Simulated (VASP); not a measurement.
Here is the system:

```xyz
1
Lattice="-3.2020 3.2020 3.2020 3.2020 -3.2020 3.2020 3.2020 3.2020 -3.2020" Properties=species:S:1:pos:R:3 pbc="T T T"
Cs     0.0000     0.0000     0.0000
```

Level of theory: RPBE GGA, VASP's PBE PAW potentials (set 64) (plane waves; VASP). Run with 520 eV cut-off, 7×7×7 Γ-centred mesh, first-order Methfessel-Paxton smearing of 0.10 eV, potentials Cs_sv.

Unless said otherwise, spin-orbit coupling is left out, though it shifts the bands of the heavy elements here.

Problem. What does the run give for the energy per atom (σ→0), band gap (on the k-mesh) with the smallest direct gap where there is one?

Solution. 
```json
{
 "band gap (on the k-mesh)": "none (metal, semimetal or under 0.01 eV)",
 "energy per atom (σ→0)": "-0.739 eV/atom"
}
```

The compound is Cs in the bcc structure. It was relaxed first, which changed the volume by +16 %. The start is the result of an earlier pass.
